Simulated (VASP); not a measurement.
# Cd (Cadmium) with LDA: from relaxation to properties, part 3 of 4

What structure does Cd (Cadmium) take at this level, and what are its properties? The start is a cell from a database of measured crystal structures.

VASP 6.6.1; LDA; plane waves and PAW (Cd).

So far. Step 4 (Density, ELF and potential (LDA)): In this run the pressure is -0.02 GPa, small enough to go on. Step 5 (Bands along the symmetry lines (LDA)): There is no gap at this level.

## (6) Density of states (LDA)

Here the states are counted by energy and projected on the atoms. The mesh is finer than in the run before.

Input file INCAR:

```
SYSTEM = Cd
PREC = Accurate
ENCUT = 400
EDIFF = 1E-06
NELM = 100
ISMEAR = -5
SIGMA = 0.2
LREAL = .FALSE.
ALGO = Normal
GGA = CA
NBANDS = 24
LORBIT = 11
LWAVE = .FALSE.
LCHARG = .FALSE.
KPAR = 2
NEDOS = 2001
```

Input file POSCAR:

```
Cd
1.0
    2.9162855649      0.0000000000      0.0000000000
   -1.4581427824      2.5255773839      0.0000000000
    0.0000000000      0.0000000000      5.3945994618
Cd
2
Direct
    0.3333333333      0.6666666667      0.2500000000
    0.6666666667      0.3333333333      0.7500000000
```

Input file KPOINTS:

```
Automatic mesh
0
Gamma
15 15 7
0 0 0
```

PAW data sets: Cd (LDA family, release 64).

On the command line:

```console
$ mpirun -np 2 vasp_std
```

Log:

```text
[... set-up lines as in an earlier step ...]
 entering main loop
       N       E                     dE             d eps       ncg     rms          rms(c)
DAV:   1     0.170252307140E+03    0.17025E+03   -0.10909E+04  5200   0.839E+02
DAV:   2     0.117844707622E+01   -0.16907E+03   -0.16111E+03  5992   0.266E+02
DAV:   3    -0.320606329429E+01   -0.43845E+01   -0.43775E+01  6104   0.481E+01
DAV:   4    -0.321432266695E+01   -0.82594E-02   -0.82559E-02  5952   0.213E+00
DAV:   5    -0.321434946934E+01   -0.26802E-04   -0.26784E-04  6136   0.114E-01    0.569E+00
DAV:   6    -0.305733594300E+01    0.15701E+00   -0.23032E-01  6160   0.570E+00    0.435E+00
DAV:   7    -0.303878440659E+01    0.18552E-01   -0.23376E-02  6208   0.133E+00    0.183E+00
DAV:   8    -0.303638439238E+01    0.24000E-02   -0.44099E-03  5456   0.700E-01    0.889E-02
DAV:   9    -0.303639068362E+01   -0.62912E-05   -0.11138E-05  6408   0.296E-02    0.360E-02
DAV:  10    -0.303639449460E+01   -0.38110E-05   -0.52702E-06  5624   0.207E-02    0.262E-03
DAV:  11    -0.303639488261E+01   -0.38802E-06   -0.77498E-08  3016   0.238E-03
   1 F= -.30363949E+01 E0= -.30363949E+01  d E =0.000000E+00
 -----------------------------------------------------------------------------
|                                                                             |
|           W    W    AA    RRRRR   N    N  II  N    N   GGGG   !!!           |
|           W    W   A  A   R    R  NN   N  II  NN   N  G    G  !!!           |
|           W    W  A    A  R    R  N N  N  II  N N  N  G       !!!           |
|           W WW W  AAAAAA  RRRRR   N  N N  II  N  N N  G  GGG   !            |
|           WW  WW  A    A  R   R   N   NN  II  N   NN  G    G                |
|           W    W  A    A  R    R  N    N  II  N    N   GGGG   !!!           |
|                                                                             |
|     Tetrahedron method does not include variations of the Fermi             |
|     occupations, so forces and stress will be inaccurate. We suggest        |
|     using a different smearing scheme ISMEAR = 1 or 2 for metals in         |
|     relaxations.                                                            |
|                                                                             |
 -----------------------------------------------------------------------------
```

It took 29 s on 2 MPI ranks of AMD EPYC 7R43, shared host; peak memory 0.26 GiB.

From OUTCAR (step 6):

```text
   k-points           NKPTS =    108   k-points in BZ     NKDIM =    108   number of bands    NBANDS=     24

   NELECT =      24.0000    total number of electrons

 E-fermi :   3.4022

 k-point     1 :       0.0000    0.0000    0.0000
  band No.  band energies     occupation
    ...
      9      -5.4659      2.00000
     10      -5.1296      2.00000
     11      -5.1296      2.00000
     12       0.0024      2.00000
     13       0.5859      2.00000
     14      14.9085      0.00000
     15      18.0885      0.00000
     16      18.7139      0.00000
     17      18.7139      0.00000
     18      19.5050      0.00000
    ...

  Total       -0.0094960     -0.0094960      0.0337021     -0.0000000      0.0000000      0.0000000
  in kB       -0.3829122     -0.3829122      1.3589952     -0.0000000      0.0000000      0.0000000
  external PRESSURE =       0.1977236 kB  Pullay stress =       0.0000000 kB

 POSITION                                       TOTAL-FORCE (eV/Angst)
 -----------------------------------------------------------------------------------
     -0.00000      1.68372      1.34865         0.000000     -0.000000     -0.000000
      1.45814      0.84186      4.04595        -0.000000      0.000000      0.000000
 -----------------------------------------------------------------------------------
    total drift:                               -0.000000      0.000000      0.000000

  FREE ENERGIE OF THE ION-ELECTRON SYSTEM (eV)
  ---------------------------------------------------
  free  energy   TOTEN  =        -3.0363948826 eV

  energy  without entropy=       -3.0363948826  energy(sigma->0) =       -3.03639488

[... 7 parts as in an earlier step ...]

[... 9 further parts left out ...]
```

With tetrahedra the forces and stress of a metal are not exact derivatives of the energy.

This step gave:

- irreducible k points: 108
- free energy (TOTEN): -3.036 eV
- Fermi energy: 3.402 eV
- pressure: 0.01977 GPa
- DOS at the Fermi level: 0.3970 states/eV/cell

The density of states has structure finer than the step of the table below, so its rows give means over 0.5 eV, whole bins alone (the curve runs from -12.0 to 7.88 eV). Peaks (eV: height): total -9.83: 14.0, -9.03: 14.0, -8.64: 14.5; Cd s -9.27: 0.155, -9.11: 0.181, 1.37: 0.294, 2.01: 0.235; Cd p 2.96: 0.239, 4.07: 0.226, 6.46: 0.333, 7.65: 0.339; Cd d -9.83: 12.4, -9.03: 12.9, -8.64: 13.8.

States under -12.0 eV and over 7.9 eV are left out. Density of states against energy, zero at the Fermi level; means over each step; values in states/eV/cell:

| energy (eV) | total | Cd s | Cd p | Cd d |
| --- | --- | --- | --- | --- |
| -11.0 | 0 | 0 | 0 | 0 |
| -10.5 | 0.325 | 0.00352 | 4.2e-4 | 0.287 |
| -10.0 | 8.47 | 0.112 | 0.0287 | 7.47 |
| -9.5 | 9.65 | 0.0772 | 0.0435 | 8.73 |
| -9.0 | 12.2 | 0.114 | 0.0521 | 11.3 |
| -8.5 | 9.64 | 0.0755 | 0.0212 | 9.19 |
| -8.0 | 0.435 | 0.0783 | 0.0110 | 0.231 |
| -7.5 | 0.264 | 0.0824 | 0.0154 | 0.0453 |
| -7.0 | 0.309 | 0.0957 | 0.0226 | 0.0449 |
| -6.5 | 0.339 | 0.102 | 0.0296 | 0.0455 |
| -6.0 | 0.374 | 0.109 | 0.0373 | 0.0476 |
| -5.5 | 0.400 | 0.113 | 0.0456 | 0.0478 |
| -5.0 | 0.432 | 0.118 | 0.0546 | 0.0495 |
| -4.5 | 0.461 | 0.120 | 0.0649 | 0.0501 |
| -4.0 | 0.492 | 0.120 | 0.0768 | 0.0507 |
| -3.5 | 0.529 | 0.122 | 0.0905 | 0.0520 |
| -3.0 | 0.583 | 0.128 | 0.108 | 0.0546 |
| -2.5 | 0.615 | 0.132 | 0.120 | 0.0567 |
| -2.0 | 0.596 | 0.119 | 0.126 | 0.0525 |
| -1.5 | 0.680 | 0.121 | 0.155 | 0.0600 |
| -1.0 | 0.655 | 0.108 | 0.156 | 0.0593 |
| -0.5 | 0.496 | 0.0762 | 0.123 | 0.0454 |
| 0.0 | 0.427 | 0.0626 | 0.105 | 0.0413 |
| 0.5 | 0.502 | 0.110 | 0.0956 | 0.0562 |
| 1.0 | 0.681 | 0.181 | 0.110 | 0.0760 |
| 1.5 | 0.906 | 0.234 | 0.158 | 0.0940 |
| 2.0 | 0.845 | 0.198 | 0.165 | 0.0821 |
| 2.5 | 0.895 | 0.163 | 0.204 | 0.0863 |
| 3.0 | 0.943 | 0.147 | 0.233 | 0.0905 |
| 3.5 | 0.759 | 0.111 | 0.193 | 0.0748 |
| 4.0 | 0.789 | 0.108 | 0.207 | 0.0780 |
| 4.5 | 0.749 | 0.115 | 0.193 | 0.0726 |
| 5.0 | 0.703 | 0.110 | 0.181 | 0.0694 |
| 5.5 | 0.791 | 0.115 | 0.207 | 0.0827 |
| 6.0 | 0.940 | 0.109 | 0.250 | 0.106 |
| 6.5 | 1.13 | 0.112 | 0.306 | 0.131 |
| 7.0 | 0.943 | 0.0849 | 0.262 | 0.109 |
| 7.5 | 1.06 | 0.0823 | 0.299 | 0.122 |

The finer mesh and the other smearing move the Fermi level by +0.11 eV from the 10×10×5 run, one measure of the sampling error in the zero of the bands above. Of the states within 0.3 eV of the Fermi level, the largest shares in the PAW spheres are Cd p 25 %, Cd s 15 % and Cd d 10 %. The rest lies in smaller channels or between the spheres.

## (7) Volume scan with LDA, volume scale 0.94

An equation of state needs energies on both sides of the minimum, all on one mesh and cutoff.

Input file INCAR:

```
SYSTEM = Cd
PREC = Accurate
ENCUT = 400
EDIFF = 1E-06
NELM = 100
ISMEAR = 1
SIGMA = 0.2
LREAL = .FALSE.
ALGO = Normal
GGA = CA
NBANDS = 18
LORBIT = 11
LWAVE = .FALSE.
LCHARG = .FALSE.
KPAR = 2
ISIF = 2
```

Input file POSCAR:

```
Cd
1.0
    2.8567528284      0.0000000000      0.0000000000
   -1.4283764142      2.4740205218      0.0000000000
    0.0000000000      0.0000000000      5.2844746949
Cd
2
Direct
    0.3333333333      0.6666666667      0.2500000000
    0.6666666667      0.3333333333      0.7500000000
```

Input file KPOINTS:

```
Automatic mesh
0
Gamma
10 10 5
0 0 0
```

On the command line:

```console
$ mpirun -np 2 vasp_std
```

Log:

```text
[... set-up lines as in an earlier step ...]
 entering main loop
       N       E                     dE             d eps       ncg     rms          rms(c)
DAV:   1     0.153962319748E+03    0.15396E+03   -0.11598E+04  1528   0.113E+03
DAV:   2     0.166556582990E-01   -0.15395E+03   -0.15013E+03  1568   0.327E+02
DAV:   3    -0.318879167198E+01   -0.32054E+01   -0.31999E+01  1768   0.545E+01
DAV:   4    -0.319421867195E+01   -0.54270E-02   -0.54263E-02  1678   0.198E+00
DAV:   5    -0.319423353372E+01   -0.14862E-04   -0.14862E-04  1678   0.109E-01    0.679E+00
DAV:   6    -0.302052709055E+01    0.17371E+00   -0.36695E-01  1632   0.808E+00    0.498E+00
DAV:   7    -0.299885894807E+01    0.21668E-01   -0.43355E-02  1758   0.208E+00    0.185E+00
DAV:   8    -0.299638454325E+01    0.24744E-02   -0.58672E-03  1576   0.106E+00    0.105E-01
DAV:   9    -0.299639337421E+01   -0.88310E-05   -0.15797E-05  1708   0.464E-02    0.425E-02
DAV:  10    -0.299639976147E+01   -0.63873E-05   -0.46443E-06  1676   0.237E-02    0.304E-03
DAV:  11    -0.299639977534E+01   -0.13873E-07   -0.16588E-07   826   0.484E-03
   1 F= -.29963998E+01 E0= -.29965750E+01  d E =0.525653E-03
```

It took 8.2 s on 2 MPI ranks; peak memory 0.19 GiB; 12 s of CPU time.

Parts of OUTCAR (step 7):

```text
   ENCUT  =  400.0 eV  29.40 Ry    5.42 a.u.   4.66  4.66  8.62*2*pi/ulx,y,z

   NELECT =      24.0000    total number of electrons

 E-fermi :   3.8170

 k-point     1 :       0.0000    0.0000    0.0000
  band No.  band energies     occupation
    ...
      9      -5.0695      2.00000
     10      -4.6869      2.00000
     11      -4.6869      2.00000
     12       0.2083      2.00000
     13       1.1857      2.00000
     14      15.8070      0.00000
     15      18.8489      0.00000
     16      19.9466      0.00000
     17      19.9466      0.00000
     18      20.3636      0.00000

  Total        1.5274891      1.5274891      0.9724777      0.0000000     -0.0000000     -0.0000000
  in kB       65.5255883     65.5255883     41.7169398      0.0000000     -0.0000000     -0.0000000
  external PRESSURE =      57.5893721 kB  Pullay stress =       0.0000000 kB

 POSITION                                       TOTAL-FORCE (eV/Angst)
 -----------------------------------------------------------------------------------
     -0.00000      1.64935      1.32112        -0.000000      0.000000      0.000000
      1.42838      0.82467      3.96336         0.000000     -0.000000      0.000000
 -----------------------------------------------------------------------------------
    total drift:                               -0.000000      0.000000      0.000000

  FREE ENERGIE OF THE ION-ELECTRON SYSTEM (eV)
  ---------------------------------------------------
  free  energy   TOTEN  =        -2.9963997753 eV

  energy  without entropy=       -2.9969254284  energy(sigma->0) =       -2.99657499

[... 5 parts as in an earlier step ...]

[... 11 further parts left out ...]
```

The scan keeps the cell's shape and the fractional positions fixed.

This step gave:

| Quantity | Value |
| --- | --- |
| bands | 18 |
| irreducible k points | 42 |
| free energy (TOTEN) | -2.996 eV |
| energy at zero smearing | -2.997 eV |
| Fermi energy | 3.817 eV |
| pressure | 5.759 GPa |

The pressure here is 5.76 GPa.

## (8) Volume scan with LDA, volume scale 0.96

INCAR is that of step 7.

Input file POSCAR:

```
Cd
1.0
    2.8768714689      0.0000000000      0.0000000000
   -1.4384357344      2.4914437755      0.0000000000
    0.0000000000      0.0000000000      5.3216905315
Cd
2
Direct
    0.3333333333      0.6666666667      0.2500000000
    0.6666666667      0.3333333333      0.7500000000
```

KPOINTS is that of step 7.

On the command line:

```console
$ mpirun -np 2 vasp_std
```

Log:

```text
[... set-up lines as in an earlier step ...]
 entering main loop
       N       E                     dE             d eps       ncg     rms          rms(c)
DAV:   1     0.153988921728E+03    0.15399E+03   -0.11571E+04  1512   0.112E+03
DAV:   2     0.702440982800E-01   -0.15392E+03   -0.14986E+03  1562   0.326E+02
DAV:   3    -0.321009861344E+01   -0.32803E+01   -0.32738E+01  1732   0.548E+01
DAV:   4    -0.321552021815E+01   -0.54216E-02   -0.54212E-02  1712   0.206E+00
DAV:   5    -0.321553608816E+01   -0.15870E-04   -0.15870E-04  1678   0.114E-01    0.639E+00
DAV:   6    -0.304756509627E+01    0.16797E+00   -0.36017E-01  1628   0.791E+00    0.475E+00
DAV:   7    -0.302706913008E+01    0.20496E-01   -0.40799E-02  1744   0.198E+00    0.185E+00
DAV:   8    -0.302459975231E+01    0.24694E-02   -0.53180E-03  1578   0.100E+00    0.103E-01
DAV:   9    -0.302460833803E+01   -0.85857E-05   -0.15592E-05  1710   0.464E-02    0.415E-02
DAV:  10    -0.302461468324E+01   -0.63452E-05   -0.48832E-06  1672   0.247E-02    0.310E-03
DAV:  11    -0.302461470664E+01   -0.23397E-07   -0.13954E-07   836   0.428E-03
   1 F= -.30246147E+01 E0= -.30247689E+01  d E =0.462562E-03
```

Wall time 8.6 s (2 MPI ranks); peak memory 0.2 GiB; 13 s of CPU time.

OUTCAR, selected parts (step 8):

```text
   ENCUT  =  400.0 eV  29.40 Ry    5.42 a.u.   4.69  4.69  8.68*2*pi/ulx,y,z

   NELECT =      24.0000    total number of electrons

 E-fermi :   3.6301

 k-point     1 :       0.0000    0.0000    0.0000
  band No.  band energies     occupation
    ...
      9      -5.2065      2.00000
     10      -4.8409      2.00000
     11      -4.8409      2.00000
     12       0.1366      2.00000
     13       0.9752      2.00000
     14      15.4980      0.00000
     15      18.5865      0.00000
     16      19.5205      0.00000
     17      19.5205      0.00000
     18      20.0674      0.00000

  Total        0.9687622      0.9687622      0.6114145      0.0000000      0.0000000      0.0000000
  in kB       40.6917710     40.6917710     25.6817834      0.0000000      0.0000000      0.0000000
  external PRESSURE =      35.6884418 kB  Pullay stress =       0.0000000 kB

 POSITION                                       TOTAL-FORCE (eV/Angst)
 -----------------------------------------------------------------------------------
     -0.00000      1.66096      1.33042         0.000000     -0.000000      0.000000
      1.43844      0.83048      3.99127        -0.000000      0.000000      0.000000
 -----------------------------------------------------------------------------------
    total drift:                               -0.000000      0.000000      0.000000

  FREE ENERGIE OF THE ION-ELECTRON SYSTEM (eV)
  ---------------------------------------------------
  free  energy   TOTEN  =        -3.0246147066 eV

  energy  without entropy=       -3.0250772687  energy(sigma->0) =       -3.02476889

[... 4 parts as in an earlier step ...]

[... 12 further parts left out ...]
```

Numbers from this step:

| Item | Value |
| --- | --- |
| free energy (TOTEN) | -3.025 eV |
| energy at zero smearing | -3.025 eV |
| Fermi energy | 3.630 eV |
| pressure | 3.569 GPa |

The pressure falls from 5.76 to 3.57 GPa.

The run ends at a pressure of 3.57 GPa.

## (9) Volume scan with LDA, volume scale 0.98

INCAR is that of step 8.

Input file POSCAR:

```
Cd
1.0
    2.8967125888      0.0000000000      0.0000000000
   -1.4483562944      2.5086266894      0.0000000000
    0.0000000000      0.0000000000      5.3583930054
Cd
2
Direct
    0.3333333333      0.6666666667      0.2500000000
    0.6666666667      0.3333333333      0.7500000000
```

KPOINTS is that of step 8.

On the command line:

```console
$ mpirun -np 2 vasp_std
```

Log:

```text
[... set-up lines as in an earlier step ...]
 entering main loop
       N       E                     dE             d eps       ncg     rms          rms(c)
DAV:   1     0.156495251183E+03    0.15650E+03   -0.11607E+04  1512   0.112E+03
DAV:   2     0.129240534924E+00   -0.15637E+03   -0.15196E+03  1534   0.328E+02
DAV:   3    -0.322132051363E+01   -0.33506E+01   -0.33454E+01  1714   0.560E+01
DAV:   4    -0.322684404723E+01   -0.55235E-02   -0.55231E-02  1688   0.205E+00
[...]
DAV:   9    -0.304255437178E+01   -0.85124E-05   -0.15329E-05  1692   0.458E-02    0.405E-02
DAV:  10    -0.304256064996E+01   -0.62782E-05   -0.51238E-06  1666   0.258E-02    0.303E-03
DAV:  11    -0.304256068217E+01   -0.32203E-07   -0.11137E-07   824   0.365E-03
   1 F= -.30425607E+01 E0= -.30427004E+01  d E =0.419036E-03
```

Run time: 9.2 s. Hardware: 2 MPI ranks; peak memory 0.19 GiB; 14 s of CPU time.

From OUTCAR (step 9):

```text
  Total        0.4614249      0.4614249      0.2828823     -0.0000000      0.0000000      0.0000000
  in kB       18.9860911     18.9860911     11.6396630     -0.0000000      0.0000000      0.0000000
  external PRESSURE =      16.5372818 kB  Pullay stress =       0.0000000 kB

 POSITION                                       TOTAL-FORCE (eV/Angst)
 -----------------------------------------------------------------------------------
     -0.00000      1.67242      1.33960        -0.000000      0.000000      0.000000
      1.44836      0.83621      4.01879         0.000000     -0.000000      0.000000
 -----------------------------------------------------------------------------------
    total drift:                               -0.000000      0.000000      0.000000

  FREE ENERGIE OF THE ION-ELECTRON SYSTEM (eV)
  ---------------------------------------------------
  free  energy   TOTEN  =        -3.0425606822 eV

  energy  without entropy=       -3.0429797183  energy(sigma->0) =       -3.04270036

[... 1 part as in an earlier step ...]

[... 2 further parts left out ...]
[key lines of the parts left out:]
E-fermi :   3.4544
```

The pressure falls from 3.57 to 1.65 GPa.

The run ends at a pressure of 1.65 GPa.

## (10) Volume scan with LDA, volume scale 1

INCAR is that of step 9.

Input file POSCAR:

```
Cd
1.0
    2.9162855649      0.0000000000      0.0000000000
   -1.4581427824      2.5255773839      0.0000000000
    0.0000000000      0.0000000000      5.3945994618
Cd
2
Direct
    0.3333333333      0.6666666667      0.2500000000
    0.6666666667      0.3333333333      0.7500000000
```

KPOINTS is that of step 9.

On the command line:

```console
$ mpirun -np 2 vasp_std
```

Log:

```text
[... set-up lines as in an earlier step ...]
 entering main loop
       N       E                     dE             d eps       ncg     rms          rms(c)
DAV:   1     0.155072285133E+03    0.15507E+03   -0.11584E+04  1520   0.112E+03
DAV:   2     0.162894125894E+00   -0.15491E+03   -0.15030E+03  1538   0.325E+02
DAV:   3    -0.322386747830E+01   -0.33868E+01   -0.33804E+01  1736   0.562E+01
DAV:   4    -0.322954122756E+01   -0.56737E-02   -0.56734E-02  1726   0.207E+00
[...]
DAV:   9    -0.305158695824E+01   -0.85092E-05   -0.16032E-05  1750   0.464E-02    0.390E-02
DAV:  10    -0.305159308910E+01   -0.61309E-05   -0.54017E-06  1652   0.270E-02    0.292E-03
DAV:  11    -0.305159312571E+01   -0.36611E-07   -0.92811E-08   828   0.320E-03
   1 F= -.30515931E+01 E0= -.30517394E+01  d E =0.438830E-03
```

Elapsed: 8.8 s, on 2 MPI ranks; peak memory 0.19 GiB.

Parts of OUTCAR (step 10):

```text
  Total       -0.0006546     -0.0006546     -0.0146327     -0.0000000     -0.0000000      0.0000000
  in kB       -0.0263942     -0.0263942     -0.5900453     -0.0000000     -0.0000000      0.0000000
  external PRESSURE =      -0.2142779 kB  Pullay stress =       0.0000000 kB

 POSITION                                       TOTAL-FORCE (eV/Angst)
 -----------------------------------------------------------------------------------
     -0.00000      1.68372      1.34865        -0.000000      0.000000      0.000000
      1.45814      0.84186      4.04595         0.000000     -0.000000      0.000000
 -----------------------------------------------------------------------------------
    total drift:                               -0.000000      0.000000      0.000000

  FREE ENERGIE OF THE ION-ELECTRON SYSTEM (eV)
  ---------------------------------------------------
  free  energy   TOTEN  =        -3.0515931257 eV

  energy  without entropy=       -3.0520319554  energy(sigma->0) =       -3.05173940

[... 2 parts as in an earlier step ...]

[... 1 further part left out ...]
[key lines of the parts left out:]
E-fermi :   3.2892
```

The pressure falls from 1.65 to -0.02 GPa.

The run ends at a pressure of -0.02 GPa.

(Continued in part 4 of 4.)

[Lines on the potential files, build, host, timing and source positions are cut from VASP's logs without a mark.]

[Logs are printed without paths, hosts, clocks, repeated set-up lines and the standing remarks that a program may print on its own settings, such as how far it seeks lower states.]

[Hosts, paths, dates, database ids (printed as entryN), source tags and the programs' standing remarks are cut or masked in the printed files.]

[A measured line is paired with the nearest computed mode of its activity, which favours agreement.]
